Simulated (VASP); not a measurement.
# PbS (relaxed from the layer:h-BN structure): computed properties

The numbers are results of r2SCAN meta-GGA, VASP's PBE PAW potentials (set 64) (plane waves; VASP 6.6.1), not measurements.

```json
{
 "space_group": "P-6m2 (187)",
 "cell": "a = b = 4.7782 Å, c = 14.1490 Å, α = β = 90.00°, γ = 120.00°",
 "band gap (over mesh and band path)": "0.85 eV",
 "smallest direct gap (over mesh and band path)": "0.85 eV",
 "band_edge_character": "direct, K to K"
}
```

```yaml
crystal:
  lattice:
    - [4.77822, 0.00000, 0.00000]
    - [-2.38911, 4.13806, 0.00000]
    - [0.00000, 0.00000, 14.14896]
  atoms:
    - { symbol: Pb, position: [0.66667, 0.33333, 0.50000] }
    - { symbol: S, position: [0.33333, 0.66667, 0.50000] }
```

The cell holds vacuum, so volume and density refer to the whole cell. The cell holds a wide vacuum, so values per volume refer to the whole cell. Unless said otherwise, spin-orbit coupling is left out, though it shifts the bands of the heavy elements here.

The cell is a sheet with vacuum, built from a generated structure.
